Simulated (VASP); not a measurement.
```
CELL_PARAMETERS angstrom
      0.00000     3.04656     3.04656
      3.04656     0.00000     3.04656
      3.04656     3.04656     0.00000
ATOMIC_POSITIONS crystal
  Cd 0.00000 0.00000 0.00000
  Se 0.75000 0.75000 0.75000
```

These are PBEsol GGA, VASP's PBE PAW potentials (set 64) (plane waves; VASP 6.6.1) values and carry that method's errors. Run with PREC = Normal, EDIFF = 1E-5, 400 eV cut-off, 8×8×8 Γ-centred mesh, Gaussian smearing of 0.050 eV, potentials Cd Se.

Q: Estimate the energy per atom (σ→0), band gap (on the k-mesh) with the smallest direct gap where there is one.

A: 
```yaml
band gap (on the k-mesh): 0.47 eV
smallest direct gap (on the k-mesh): 0.47 eV
energy per atom (σ→0): -297.9 kJ/mol of atoms
```

Only differences to runs with the same potentials and settings are physical.

The compound is CdSe in the zinc blende structure, whereas wurtzite is the usual form. It was relaxed first.
